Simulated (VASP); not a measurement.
Consider the following.

```yaml
crystal:
  lattice:
    - [0.00000, 2.59590, 2.59590]
    - [2.59590, 0.00000, 2.59590]
    - [2.59590, 2.59590, 0.00000]
  atoms:
    - { symbol: Zr, position: [0.00000, 0.00000, 0.00000] }
    - { symbol: O, position: [0.25000, 0.25000, 0.25000] }
    - { symbol: O, position: [0.75000, 0.75000, 0.75000] }
```

All values below come from PBE GGA, VASP's PBE PAW potentials (set 64) (plane waves; VASP 6.6.1). Settings: 520 eV cut-off, KSPACING 0.2 per Å, Gaussian smearing of 0.050 eV, potentials Zr_sv O.

### Question
Give the stress tensor in GPa (positive for a compressed cell).

### Answer

```
-9.28   0.00   0.00
 0.00  -9.28   0.00
 0.00   0.00  -9.28
```
The pressure is its mean diagonal, -9.28 GPa.

The compound is ZrO2 in the fluorite structure, the high-temperature cubic form, which is unstable at 0 K; the monoclinic form is the stable one. The cell was not relaxed at this level. The run is one of a series of settings (KGAMMA = .TRUE., KSPACING = 0.2, KPOINTS file removed against the base run), some of them coarse on purpose.
